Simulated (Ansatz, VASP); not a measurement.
# Cross-check of Al (Al wire along [100], 9 atoms a period) between VASP and Ansatz

One calculation is typed for both programs; each brings its own data sets. How far apart do they land? Of the first pair: The structure shown is the start of the Ansatz relaxation below; VASP solves that cell, so the two are compared at the walk's first step.

Calculated with Ansatz 0.2.0; plane waves, with VASP 6.6.1 beside it; single point at PBE.

**1. Set-up**

The cell holds 9 atoms: 9 Al. Its edges and angles: a = 10.840 Å, b = 10.840 Å, c = 4.040 Å, α = 90.0°, β = 90.0°, γ = 90.0°. Vacuum lies along a and b. The structure's axis is c.

**2. Ansatz: relaxation, PBE**

Ansatz runs on its PAW soft_1 files.

The two programs are compared at the cell with which this relaxation starts, whose forces are those of its first step.

input.yaml reads:

```yaml
crystal:
  lattice:
    - [10.84, 0.0, 0.0]
    - [0.0, 10.84, 0.0]
    - [0.0, 0.0, 4.04]
  atoms:
    - { symbol: Al, position: [0.313653137, 0.313653137, 0.0] }
    - { symbol: Al, position: [0.313653137, 0.686346863, 0.0] }
    - { symbol: Al, position: [0.5, 0.5, 0.0] }
    - { symbol: Al, position: [0.686346863, 0.313653137, 0.0] }
    - { symbol: Al, position: [0.686346863, 0.686346863, 0.0] }
    - { symbol: Al, position: [0.313653137, 0.5, 0.5] }
    - { symbol: Al, position: [0.5, 0.313653137, 0.5] }
    - { symbol: Al, position: [0.5, 0.686346863, 0.5] }
    - { symbol: Al, position: [0.686346863, 0.5, 0.5] }
kpoints:
  mp_grid: { grid: [1, 1, 20] }
scf:
  occupations: { method: fermi_dirac, width: 0.05 }
hamiltonian:
  xc: pbe
  pseudopotentials: { kind: paw, azcp: { folder: soft_1 } }
relax:
  cell: { fix: [a, b, alpha, beta, gamma] }
  max_steps: 45
  f_tol: 0.03
```

Started as:

```console
$ ansatz run input.yaml --threads 4 --pin off --max-ram 16384MiB --backend cpu --events-out ev --progress --plain --runs-dir out
```

Numbers of over 12 decimals in the logs are rounded to 6 here.

The log of the run:

```text
Engine: ansatz 0.2.0, aarch64-unknown-linux-gnu
Pseudopotentials: kind: paw
Pseudopotential: Al, paw, valence charge 3, recommended cutoff 420 eV (normal), soft_1/Al.paw.azcp
Functional definition: PBE
  parameter kappa = 0.804
  parameter beta = 0.066725
  exchange = pbe_x(kappa = kappa, mu = beta*pi^2/3)
  correlation = pbe_c(beta = beta)
Crystal: 9 atoms, lattice volume = 474.723 Å³
Basis set: ecut = 420 eV, 9341 PW (Γ), exchange–correlation on 150×150×60 points (8 copies of the dense FFT grid, shifted against one another)
Bands: 23, of which v1, the nominal top of the filled ones, is band 14 counted from 1 (13 counted from 0)
Symmetry: 16 space group operations
Space group: P4/mmm (ITA 123), of the structure as read, at distance tolerance 7.8e-5 Å
k-points: 11 of 20
Non-local potential: Al, projectors of the file, l = 0: 2, l = 1: 2, l = 2: 1
PAW form: soft (Blöchl's): semilocal exchange-correlation on the pseudo side does not see the compensation charge
PAW one-centre angular grid: Al, 110 points (default); XC on 64 Gauss nodes
Initial density: superposition of atomic densities (neutral atoms: chi_scale 0, normalization atom)
Initial wavefunctions: pseudopotential atomic-orbital guess
Functional: x = pbe(κ = 0.804, μ = 0.219515), c = pbe(β = 0.066725)
SCF iter   1: F=—  HF=-4833.578238 eV  |F-HF|=—  |Δ(HF+E_count)|=         —  Δρ=1.78e-2  dr2=1.20e1  ethr=3.10e-3  ⟨swp⟩=9.1  Hψ=1683  notcnv=0
preconditioner: auto → LDOS  [insulator: Δε(μ)=0.151 eV  Ē_g=5.630 eV  σ=0.050 eV  W_gap=0.62  n_scr=34 (ndim 8)  ℏωp=8.9 eV  f_vac=0.290  D(μ)=4.48/eV (n_scr^D=20)  ε∞_Penn≈3.5  β→1.0]
SCF iter   2: F=—  HF=-4831.724369 eV  |F-HF|=—  |Δ(HF+E_count)|=    1.85e0  Δρ=1.20e-2  dr2=2.72e0  ethr=3.10e-3  ⟨swp⟩=4.0  Hψ=725  notcnv=0  defer=21
SCF iter   3: F=—  HF=-4831.391742 eV  |F-HF|=—  |Δ(HF+E_count)|=   3.33e-1  Δρ=1.49e-3  dr2=2.61e-2  ethr=3.10e-3  ⟨swp⟩=3.8  Hψ=634  notcnv=0  defer=16
SCF iter   4: F=—  HF=-4831.391406 eV  |F-HF|=—  |Δ(HF+E_count)|=   3.35e-4  Δρ=2.62e-4  dr2=1.38e-3  ethr=9.66e-5  ⟨swp⟩=2.4  Hψ=414  notcnv=0  defer=16
SCF iter   5: F=—  HF=-4831.391352 eV  |F-HF|=—  |Δ(HF+E_count)|=   5.37e-5  Δρ=6.77e-5  dr2=4.17e-5  ethr=5.12e-6  ⟨swp⟩=2.2  Hψ=371  notcnv=0  defer=16
SCF iter   6: F=—  HF=-4831.391386 eV  |F-HF|=—  |Δ(HF+E_count)|=   3.34e-5  Δρ=1.55e-5  dr2=2.01e-6  ethr=1.54e-7  ⟨swp⟩=2.3  Hψ=412  notcnv=0  defer=16
SCF iter   7: F=-4831.391387 eV  HF=-4831.391387 eV  |F-HF|=3.19e-8  |Δ(HF+E_count)|=   1.05e-6  Δρ=2.90e-6  dr2=4.11e-8  ethr=3.70e-10  ⟨swp⟩=5.9  Hψ=973  notcnv=0
SCF 1 converged in 7 iterations: F = -4831.391387 eV  dr2 = 4.11e-8
  greatest PAW one-centre occupation: 0.526 electrons in one spin orbital (limit 2), on the Al atom at site 3 (counted from 0), in its partial waves of l = 0
relax step   1: F+E_penalty+E_count = -4831.39138693 eV  Δ(F+E_penalty+E_count) = +0.000e0 eV  max|allowed force component| = 3.688e-1 eV/Å  Δτ_max = 0.0000 Å  P = -1.358 GPa  Ω = 474.723 Å³  fix = [a, b, alpha, beta, gamma]  reactions: a -0.650, b -0.650 GPa  (7 SCF iters, dr2 threshold 1.00e-7 eV, accepted)
[...]
relax step   3: F+E_penalty+E_count = -4831.77903901 eV  Δ(F+E_penalty+E_count) = -2.153e-3 eV  max|allowed force component| = 1.000e-1 eV/Å  Δτ_max = 0.0577 Å  P = +0.370 GPa  Ω = 450.990 Å³  energy of the carried Pulay correction = +1.582e-3 eV  fix = [a, b, alpha, beta, gamma]  reactions: a +0.491, b +0.491 GPa  (5 SCF iters, dr2 threshold 8.02e-7 eV, accepted)
[...]
relax step   4: F+E_penalty+E_count = -4831.78236197 eV  Δ(F+E_penalty+E_count) = -3.323e-3 eV  max|allowed force component| = 9.923e-2 eV/Å  Δτ_max = 0.0368 Å  P = +0.010 GPa  Ω = 449.302 Å³  energy of the carried Pulay correction = +1.697e-3 eV  fix = [a, b, alpha, beta, gamma]  reactions: a -0.030, b -0.030 GPa  (5 SCF iters, dr2 threshold 6.26e-7 eV, accepted)
[...]
relax step   5: F+E_penalty+E_count = -4831.78783968 eV  Δ(F+E_penalty+E_count) = -5.478e-3 eV  max|allowed force component| = 7.476e-3 eV/Å  Δτ_max = 0.0231 Å  P = +0.063 GPa  Ω = 450.796 Å³  energy of the carried Pulay correction = +1.595e-3 eV  fix = [a, b, alpha, beta, gamma]  reactions: a +0.093, b +0.093 GPa  (5 SCF iters, dr2 threshold 6.15e-7 eV, accepted)
[...]
relax step   6: F+E_penalty+E_count = -4831.78683435 eV  Δ(F+E_penalty+E_count) = +1.005e-3 eV  max|allowed force component| = 7.424e-3 eV/Å  Δτ_max = 0.0000 Å  P = +0.059 GPa  Ω = 450.796 Å³  fix = [a, b, alpha, beta, gamma]  reactions: a +0.091, b +0.091 GPa  stress off target by 5.01e-3 GPa on what of the cell is left free  SCF on the basis re-selected at this cell (its energy is not comparable with the rows above)  (5 SCF iters)
basis re-selected at this cell: Δ(F+E_penalty+E_count) = +1.005e-3 eV, ΔP = -0.004 GPa vs the last step (what re-selecting the basis moved, of the pressure what is left beyond the Pulay correction that the steps carried, after the strain that the cell walked since its last selection, with what the two solves' SCF thresholds leave and, on support functions, any second-order correction that the steps lacked; it is no measure of the basis error at this ecutwfc). The dense FFT grid was sized anew with the basis: this SCF ran on 75×75×27 points, the steps before it on 75×75×30, so part of this shift can come from that change (see relax.cell in the input reference). [rest of the remark cut]
SCF converged after 5 iterations
Free energy (F): -4831.786834 eV
Harris-Foulkes:  -4831.786834 eV  (|F-HF|=1.18e-11)
Internal energy: -4831.765662 eV  (E = F + TS)
E sigma→0 (E₀):  -4831.776248 eV
Entropy (-TS):   -0.021172 eV (-2.352 meV/atom)
Fermi energy:    -0.052763 eV
--- Per-component energies (eV) ---
  E_band       = -100.598697
  E_kinetic    = 183.549053
  E_local      = -1243.031664  (includes V_loc(G=0)·N_el)
  E_nonlocal   = 94.824252
  E_hartree    = 570.614439
  E_xc         = -326.640818
  E_vxc        = -245.275126  (∫ρ·V_xc dr)
  E_paw        = -4224.907216  (= ΣΔE_a)
  E_vpaw       = -31.894298  (= ΣTr[D̂ρ^β])
  E_aug_tail   = -0.000016  (compensation charges beyond the density's cutoff)
  E_ewald      = 113.826309
  E_smearing   = -0.021172  (= −TS)
  E_closure    = 0.000000  (closes the sum)
  Σ components = -4831.786834   (vs F -4831.786834, Δ=0.00e0)
--- Forces (eV/Å), atoms counted from 1 ---
  atom   1  Al     0.00430386     0.00430386     0.00000000
  atom   2  Al     0.00430386    -0.00430386     0.00000000
  atom   3  Al    -0.00000000     0.00000000     0.00000000
  atom   4  Al    -0.00430386     0.00430386     0.00000000
  atom   5  Al    -0.00430386    -0.00430386     0.00000000
  atom   6  Al     0.00742394     0.00000000     0.00000000
  atom   7  Al     0.00000000     0.00742394     0.00000000
  atom   8  Al     0.00000000    -0.00742394     0.00000000
  atom   9  Al    -0.00742394     0.00000000     0.00000000
  max |Σ_I F_I| component: 2.60e-18 eV/Å
--- Stress (GPa, compression-positive) ---
        0.090814       0.000000       0.000000
        0.000000       0.090814       0.000000
        0.000000       0.000000      -0.005013
  P = ⅓ Tr σ = 0.0589 GPa (0.589 kbar)
--- Relaxed structure (5 steps of the walk, 5 accepted, 1 SCFs on fresh bases) ---
  F+E_penalty+E_count = -4831.78683435 eV   max|allowed force component| = 7.424e-3 eV/Å   (the final SCF, on the basis selected at the relaxed cell)
  cell:  # Å, volume = 450.7959 Å³
    - [10.84, 0.0, 0.0]
    - [0.0, 10.84, 0.0]
    - [0.0, 0.0, 3.836378]
  atoms:
    - { symbol: Al, position: [0.320928, 0.320928, 0.0] }
    - { symbol: Al, position: [0.320928, 0.679072, 0.0] }
    - { symbol: Al, position: [0.5, 0.5, 0.0] }
    - { symbol: Al, position: [0.679072, 0.320928, 0.0] }
    - { symbol: Al, position: [0.679072, 0.679072, 0.0] }
    - { symbol: Al, position: [0.307200, 0.5, 0.5] }
    - { symbol: Al, position: [0.5, 0.307200, 0.5] }
    - { symbol: Al, position: [0.5, 0.692800, 0.5] }
    - { symbol: Al, position: [0.692800, 0.5, 0.5] }
```

**3. VASP: single point, PBE, start cell, pair 1**

The same cell, functional, mesh and smearing now go to VASP, with its own data sets.

Lines of VASP's logs that name or quote its potential files are left out, and so is its time.

INCAR reads:

```
SYSTEM = Al
PREC = Accurate
ENCUT = 400
EDIFF = 1E-06
NELM = 120
ISMEAR = -1
SIGMA = 0.05
LREAL = .FALSE.
ALGO = Normal
GGA = PE
NBANDS = 22
LORBIT = 11
LWAVE = .FALSE.
LCHARG = .FALSE.
ISIF = 2
LASPH = .TRUE.
GGA_COMPAT = .FALSE.
KPAR = 2
```

POSCAR reads:

```
Al
1.0
   10.8400000000      0.0000000000      0.0000000000
    0.0000000000     10.8400000000      0.0000000000
    0.0000000000      0.0000000000      4.0400000000
Al
9
Direct
    0.3136531365      0.3136531365      0.0000000000
    0.3136531365      0.6863468635      0.0000000000
    0.5000000000      0.5000000000      0.0000000000
    0.6863468635      0.3136531365      0.0000000000
    0.6863468635      0.6863468635      0.0000000000
    0.3136531365      0.5000000000      0.5000000000
    0.5000000000      0.3136531365      0.5000000000
    0.5000000000      0.6863468635      0.5000000000
    0.6863468635      0.5000000000      0.5000000000
```

KPOINTS reads:

```
Automatic mesh
0
Gamma
1 1 20
0 0 0
```

Potentials, in the order of the species: Al (PBE family, release 64).

Started as:

```console
$ mpirun -np 2 vasp_std
```

The log of the run:

```text
[banner, memory and clock lines left out]
running    2 mpi-ranks, on    1 nodes
 distrk:  each k-point on    1 cores,    2 groups
 distr:  one band on    1 cores,    1 groups

 POSCAR found type information on POSCAR Al
 POSCAR found :  1 types and       9 ions
 LDA part: xc-table for (Slater+PW92), standard interpolation
 POSCAR, INCAR and KPOINTS ok, starting setup
 FFT: planning ... GRIDC
 FFT: planning ... GRID_SOFT
 FFT: planning ... GRID
 WAVECAR not read
 entering main loop
       N       E                     dE             d eps       ncg     rms          rms(c)
DAV:   1     0.614565402597E+02    0.61457E+02   -0.67095E+03   484   0.676E+02
DAV:   2    -0.252353354900E+02   -0.86692E+02   -0.83790E+02   660   0.113E+02
DAV:   3    -0.296654584859E+02   -0.44301E+01   -0.43549E+01   608   0.267E+01
DAV:   4    -0.298442492083E+02   -0.17879E+00   -0.17854E+00   790   0.660E+00
DAV:   5    -0.298477971771E+02   -0.35480E-02   -0.35476E-02   756   0.888E-01    0.439E+00
DAV:   6    -0.277953338803E+02    0.20525E+01   -0.50618E+00   508   0.717E+00    0.201E+00
DAV:   7    -0.276381128674E+02    0.15722E+00   -0.86875E-01   602   0.305E+00    0.943E-01
DAV:   8    -0.275822391437E+02    0.55874E-01   -0.14729E-01   568   0.148E+00    0.468E-01
DAV:   9    -0.275727746672E+02    0.94645E-02   -0.58484E-02   562   0.853E-01    0.256E-01
DAV:  10    -0.275711138576E+02    0.16608E-02   -0.12392E-02   538   0.477E-01    0.114E-01
DAV:  11    -0.275751623582E+02   -0.40485E-02   -0.59211E-03   532   0.326E-01    0.707E-02
DAV:  12    -0.275778171179E+02   -0.26548E-02   -0.12567E-03   544   0.179E-01    0.301E-02
DAV:  13    -0.275787577260E+02   -0.94061E-03   -0.63545E-04   526   0.113E-01    0.190E-02
DAV:  14    -0.275787750170E+02   -0.17291E-04   -0.17169E-04   550   0.601E-02    0.113E-02
DAV:  15    -0.275787737594E+02    0.12576E-05   -0.18537E-05   656   0.171E-02    0.369E-03
DAV:  16    -0.275787734208E+02    0.33865E-06   -0.15382E-06   502   0.565E-03
   1 F= -.27578773E+02 E0= -.27563745E+02  d E =-.300565E-01
```

From OUTCAR (step 3):

```text
ion  position               nearest neighbor table
   1  0.314  0.314  0.000-   6 2.86   7 2.86   6 2.86   7 2.86   3 2.86
   2  0.314  0.686  0.000-   6 2.86   8 2.86   6 2.86   8 2.86   3 2.86
   3  0.500  0.500  0.000-   6 2.86   7 2.86   8 2.86   9 2.86   6 2.86   7 2.86   8 2.86   9 2.86
                             1 2.86   2 2.86   4 2.86   5 2.86
   4  0.686  0.314  0.000-   7 2.86   9 2.86   7 2.86   9 2.86   3 2.86
   5  0.686  0.686  0.000-   8 2.86   9 2.86   8 2.86   9 2.86   3 2.86
   6  0.314  0.500  0.500-   1 2.86   2 2.86   3 2.86   1 2.86   2 2.86   3 2.86   8 2.86   7 2.86

  LATTYP: Found a simple tetragonal cell.
 ALAT       =    10.8400000000
 C/A-ratio  =     0.3726937269

 Subroutine GETGRP returns: Found 16 space group operations
 (whereof 16 operations were pure point group operations)

The static configuration has the point symmetry D_4h.

 Found     11 irreducible k-points:

   k-points           NKPTS =     11   k-points in BZ     NKDIM =     11   number of bands    NBANDS=     22

   dimension x,y,z NGX =    72 NGY =   72 NGZ =   28
   dimension x,y,z NGXF=   144 NGYF=  144 NGZF=   56

   ENCUT  =  400.0 eV  29.40 Ry    5.42 a.u.  17.68 17.68  6.59*2*pi/ulx,y,z

   NELECT =      27.0000    total number of electrons

 k-points in reciprocal lattice and weights: Automatic mesh
   0.00000000  0.00000000  0.00000000       0.050
   0.00000000  0.00000000  0.05000000       0.100
   0.00000000  0.00000000  0.10000000       0.100
   0.00000000  0.00000000  0.15000000       0.100
   0.00000000  0.00000000  0.20000000       0.100
   0.00000000  0.00000000  0.25000000       0.100
   0.00000000  0.00000000  0.30000000       0.100
   0.00000000  0.00000000  0.35000000       0.100
   0.00000000  0.00000000  0.40000000       0.100
   0.00000000  0.00000000  0.45000000       0.100
   0.00000000  0.00000000  0.50000000       0.050

 average (electrostatic) potential at core
       1 -80.9318       2 -80.9318       3 -80.6399       4 -80.9318       5 -80.9318
       6 -80.8652       7 -80.8652       8 -80.8652       9 -80.8652

 E-fermi :  -0.2568

 k-point     1 :       0.0000    0.0000    0.0000
  band No.  band energies     occupation
    ...
      8      -2.2958      2.00000
      9      -1.6524      2.00000
     10      -1.2613      2.00000
     11      -1.2613      2.00000
     12      -0.2211      0.65738
     13       0.1875      0.00028
     14       0.3805      0.00001
     15       0.3805      0.00001
     16       0.4293      0.00000
     17       0.8226      0.00000
    ...

 k-point     2 :       0.0000    0.0000    0.0500
  band No.  band energies     occupation
    ...
      7      -2.2776      2.00000
      8      -2.2776      2.00000
      9      -2.0288      2.00000
     10      -1.2407      2.00000
     11      -1.2407      2.00000
     12       0.0342      0.00593
     13       0.0342      0.00593
     14       0.1598      0.00048
     15       0.1904      0.00026
     16       0.4686      0.00000
    ...

 k-point     3 :       0.0000    0.0000    0.1000
  band No.  band energies     occupation
    ...
      9      -2.2255      2.00000
     10      -1.1791      2.00000
     11      -1.1791      2.00000
     12      -0.6053      1.99812
     13      -0.6053      1.99812
     14       0.1835      0.00030
     15       0.3989      0.00000
     16       0.9040      0.00000
     17       1.0279      0.00000
     18       1.6139      0.00000
    ...

  Total       -1.9580318     -1.9580318     -8.2561137      0.0000000     -0.0000000     -0.0000000
  in kB       -6.6083098     -6.6083098    -27.8641832      0.0000000     -0.0000000     -0.0000000
  external PRESSURE =     -13.6936009 kB  Pullay stress =       0.0000000 kB

  energy-cutoff  :      400.00
  volume of cell :      474.72
      direct lattice vectors                 reciprocal lattice vectors
    10.840000000  0.000000000  0.000000000     0.092250923  0.000000000  0.000000000
     0.000000000 10.840000000  0.000000000     0.000000000  0.092250923  0.000000000
     0.000000000  0.000000000  4.040000000     0.000000000  0.000000000  0.247524752

 POSITION                                       TOTAL-FORCE (eV/Angst)
 -----------------------------------------------------------------------------------
      3.40000      3.40000      0.00000         0.369757      0.369757      0.000000
      3.40000      7.44000      0.00000         0.369757     -0.369757      0.000000
      5.42000      5.42000      0.00000         0.000000      0.000000      0.000000
      7.44000      3.40000      0.00000        -0.369757      0.369757      0.000000
      7.44000      7.44000      0.00000        -0.369757     -0.369757      0.000000
      3.40000      5.42000      2.02000        -0.201816      0.000000     -0.000000
      5.42000      3.40000      2.02000        -0.000000     -0.201816     -0.000000
      5.42000      7.44000      2.02000         0.000000      0.201816     -0.000000
      7.44000      5.42000      2.02000         0.201816      0.000000      0.000000
 -----------------------------------------------------------------------------------
    total drift:                                0.000000     -0.000000     -0.000000

  FREE ENERGIE OF THE ION-ELECTRON SYSTEM (eV)
  ---------------------------------------------------
  free  energy   TOTEN  =       -27.5787734208 eV

  energy  without entropy=      -27.5487169194  energy(sigma->0) =      -27.56374517

 total charge
# of ion       s       p       d       tot
------------------------------------------
    1        0.527   0.234   0.000   0.761
    2        0.527   0.234   0.000   0.761
    3        0.415   0.371   0.000   0.786
    4        0.527   0.234   0.000   0.761
    5        0.527   0.234   0.000   0.761
    6        0.460   0.301   0.000   0.761
    7        0.460   0.301   0.000   0.761
    8        0.460   0.301   0.000   0.761
    9        0.460   0.301   0.000   0.761
--------------------------------------------------
tot          4.365   2.510   0.000   6.875

[... 3 further parts left out ...]
```

**4. Differences**

Known differences besides the potentials themselves: the cutoff is 420 eV in Ansatz and 400 eV in VASP. Total energies have different zeros and are not compared.

Forces (eV/Å; atoms numbered as in POSCAR):

```csv
atom,"Ansatz x, y, z","VASP x, y, z"
Al1,"0.369, 0.369, 0.000","0.370, 0.370, 0.000"
Al2,"0.369, -0.369, 0.000","0.370, -0.370, 0.000"
Al3,"0.000, 0.000, 0.000","0.000, 0.000, 0.000"
Al4,"-0.369, 0.369, 0.000","-0.370, 0.370, 0.000"
Al5,"-0.369, -0.369, 0.000","-0.370, -0.370, 0.000"
Al6,"-0.203, 0.000, 0.000","-0.202, 0.000, 0.000"
Al7,"0.000, -0.203, 0.000","0.000, -0.202, 0.000"
Al8,"0.000, 0.203, 0.000","0.000, 0.202, 0.000"
Al9,"0.203, 0.000, 0.000","0.202, 0.000, 0.000"
```

The forces differ by 0.6 meV/Å r.m.s., which is 0.3 % of the r.m.s. force of 0.216 eV/Å (both taken over all components).

[end of part 1 of 2]

[Lines on the potential files, build, host, timing and source positions are cut from VASP's logs without a mark.]

[Logs are printed without paths, hosts, clocks, repeated set-up lines and the standing remarks that a program may print on its own settings, such as how far it seeks lower states.]

[Hosts, paths, dates, database ids (printed as entryN), source tags and the programs' standing remarks are cut or masked in the printed files.]
